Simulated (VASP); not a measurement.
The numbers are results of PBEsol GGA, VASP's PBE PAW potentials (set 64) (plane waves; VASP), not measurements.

VASP ran on this input.

POSCAR:
```
Se
1
    2.0196775750    -3.4981841636     0.0000000000
    2.0196775750     3.4981841636     0.0000000000
    0.0000000000     0.0000000000     5.1270734014
Se
3
Direct
  0.0000000000   0.2490637901   0.6666670000
  0.7509362099   0.7509362099   0.0000000000
  0.2490637901   0.0000000000   0.3333330000
```

### KPOINTS
```
Automatic mesh
0
gamma
 9 9 6
```

INCAR:
```
! general
SYSTEM  = Se
PREC    = Accurate
ENCUT   = 520
LREAL   = .FALSE.
LASPH   = .TRUE.   ! aspherical one-centre terms

! electronic loop
EDIFF   = 1E-7   ! SCF stop (eV)
NELM    = 100
ALGO    = Normal   ! blocked Davidson
LMAXMIX = 4   ! l cut-off of mixed one-centre charges

! smearing
ISMEAR  = -5   ! tetrahedra, Bloechl

! functional
GGA     = PS

! ions
ISIF    = 2   ! forces and stress, cell fixed

! output
LWAVE   = .FALSE.
LCHARG  = .TRUE.
LORBIT  = 11
NEDOS   = 601
```

POTCAR, in this order: Se (PBE.64 set). Program: vasp_std.

The resulting files:

File OSZICAR:
```
       N       E                     dE             d eps       ncg     rms          rms(c)
DAV:   1     0.847766252505E+02    0.84777E+02   -0.75068E+03  1612   0.117E+03
DAV:   2    -0.600216850431E+01   -0.90779E+02   -0.87703E+02  2198   0.178E+02
DAV:   3    -0.115857996544E+02   -0.55836E+01   -0.55420E+01  1942   0.511E+01
DAV:   4    -0.116348079973E+02   -0.49008E-01   -0.48907E-01  1817   0.563E+00
DAV:   5    -0.116352151649E+02   -0.40717E-03   -0.40709E-03  1962   0.494E-01    0.704E+00
DAV:   6    -0.115805840866E+02    0.54631E-01   -0.33536E-02  1732   0.133E+00    0.433E+00
DAV:   7    -0.115614065837E+02    0.19178E-01   -0.62834E-02  1727   0.180E+00    0.181E-01
DAV:   8    -0.115605708645E+02    0.83572E-03   -0.97341E-03  1657   0.700E-01    0.999E-02
DAV:   9    -0.115606162515E+02   -0.45387E-04   -0.25266E-04  2017   0.128E-01    0.295E-02
DAV:  10    -0.115606149928E+02    0.12587E-05   -0.29334E-05  1827   0.421E-02    0.626E-03
DAV:  11    -0.115606152002E+02   -0.20738E-06   -0.63990E-06  1897   0.168E-02    0.438E-03
DAV:  12    -0.115606149075E+02    0.29264E-06   -0.11390E-06  1682   0.761E-03    0.119E-03
DAV:  13    -0.115606148096E+02    0.97884E-07   -0.13973E-07  1016   0.247E-03
   1 F= -.11560615E+02 E0= -.11560615E+02  d E =0.000000E+00
```

OUTCAR:
```
------------------------ aborting loop because EDIFF is reached ----------------------------------------
  FORCE on cell =-STRESS in cart. coord.  units (eV):
  Direction    XX          YY          ZZ          XY          YZ          ZX
  --------------------------------------------------------------------------------------
  Total       -0.0085017     -0.0085017     -0.0120318      0.0000000     -0.0000000      0.0000000
  in kB       -0.1880141     -0.1880141     -0.2660828      0.0000000     -0.0000000      0.0000000
  external PRESSURE =      -0.2140370 kB  Pullay stress =       0.0000000 kB
  volume of cell :       72.45
      direct lattice vectors                 reciprocal lattice vectors
     2.019677575 -3.498184164  0.000000000     0.247564268 -0.142931297  0.000000000
     2.019677575  3.498184164  0.000000000     0.247564268  0.142931297  0.000000000
     0.000000000  0.000000000  5.127073401     0.000000000  0.000000000  0.195043043
 POSITION                                       TOTAL-FORCE (eV/Angst)
 -----------------------------------------------------------------------------------
      0.50303      0.87127      3.41805         0.002045      0.003541     -0.000000
      3.03330      0.00000      0.00000        -0.004089     -0.000000      0.000000
      0.50303     -0.87127      1.70902         0.002045     -0.003541      0.000000
 -----------------------------------------------------------------------------------
    total drift:                               -0.000231     -0.000431      0.000011
  FREE ENERGIE OF THE ION-ELECTRON SYSTEM (eV)
  ---------------------------------------------------
  free  energy   TOTEN  =       -11.5606148096 eV

  energy  without entropy=      -11.5606148096  energy(sigma->0) =      -11.56061481

 total charge

# of ion       s       p       d       tot
------------------------------------------
    1        1.525   2.131   0.057   3.713
    2        1.525   2.131   0.057   3.713
    3        1.525   2.131   0.057   3.713
--------------------------------------------------
tot          4.575   6.393   0.170  11.138
```
(Selected blocks of OUTCAR.)

**OUTCAR**
```
 val. band max:        3.7352228869   @ k =   0.3333   0.3333   0.5000

 cond. band min:       4.1670388512   @ k =   0.3333   0.3333   0.5000


 Fermi energy:         3.7524022037

 k-point     1 :       0.0000    0.0000    0.0000
  band No.  band energies     occupation
      1     -12.3289      2.00000
      2      -8.2369      2.00000
      3      -8.2369      2.00000
      4       0.0485      2.00000
      5       0.2851      2.00000
      6       0.2851      2.00000
      7       1.8293      2.00000
      8       1.8293      2.00000
      9       3.1755      2.00000
     10       5.1552      0.00000
     11       5.1552      0.00000
     12       5.7615      0.00000
     13       9.9891      0.00000

 k-point     2 :       0.1111    0.0000    0.0000
  band No.  band energies     occupation
      1     -12.2440      2.00000
      2      -8.2743      2.00000
      3      -8.2156      2.00000
      4      -0.5869      2.00000
      5      -0.0745      2.00000
      6       0.2711      2.00000
      7       1.9852      2.00000
      8       2.3329      2.00000
      9       3.1469      2.00000
     10       4.9669      0.00000
     11       5.1286      0.00000
     12       5.7578      0.00000
     13       9.8440      0.00000

 k-point     3 :       0.2222    0.0000    0.0000
  band No.  band energies     occupation
      1     -12.0058      2.00000
      2      -8.4129      2.00000
      3      -8.1591      2.00000
      4      -1.3708      2.00000
      5      -0.6058      2.00000
      6      -0.0010      2.00000
      7       2.0661      2.00000
      8       2.4333      2.00000
      9       2.8791      2.00000
     10       5.0860      0.00000
     11       5.2426      0.00000
     12       6.0369      0.00000
     13       9.1389      0.00000

 k-point     4 :       0.3333    0.0000    0.0000
  band No.  band energies     occupation
      1     -11.6757      2.00000
      2      -8.6708      2.00000
      3      -8.0904      2.00000
...
```

Without a dispersion term in the relaxation, distances and binding between the weakly bound layers, chains or molecules are unreliable, and so is what depends on them.

The compound is Se in the trig structure. It was relaxed first, which changed the volume by -12 %.
